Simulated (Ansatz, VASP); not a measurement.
HfHF3: VASP beside Ansatz

```
CELL_PARAMETERS angstrom
3.76781 0.00000 0.00000
0.00000 3.76781 0.00000
0.00000 0.00000 3.76781
ATOMIC_POSITIONS crystal
Hf 0.50000 0.50000 0.50000
H 0.00000 0.00000 0.00000
F 0.50000 0.00000 0.00000
F 0.00000 0.50000 0.00000
F 0.00000 0.00000 0.50000
```

Change from the starting cell: species swapped into the Mn3SnH type (Pm-3m, No. 221).

Alike in both runs: task relaxation of cell and atoms; functional PBE; k mesh 4 × 4 × 4; occupations gaussian, width 0.1 eV; no spin polarisation.

|  | VASP | Ansatz |
| --- | --- | --- |
| version | VASP 6.6.1 | Ansatz 0.2.0 |
| potentials or method | VASP PAW PBE potentials, release 64 (Hf_pv, H, F) | scalar-relativistic, plane waves, PAW |
| plane-wave cutoff (eV) | 600 | 420 |
| valence electrons in the cell | 32 | 48 |

```tsv
	VASP	Ansatz	Ansatz less VASP
gap on the k mesh at the Fermi level, each at its own relaxed structure (eV)	none	none	-
relaxed volume (Å³/atom)	9.11	9.26	+0.151
relaxed cell length with the largest relative difference (Å)	3.571	3.590	+0.0196
energy change over the relaxation (meV/atom)	-80	-64	+15.7
```

A gap of «none» marks a metal or a gap that the smearing closes. The two sets of potentials don't hold the same shells in valence.

Caveats: the k mesh is coarse (spacing up to 0.42 Å⁻¹), so the values aren't converged. Spin-orbit coupling is left out, which matters for the levels of Hf.
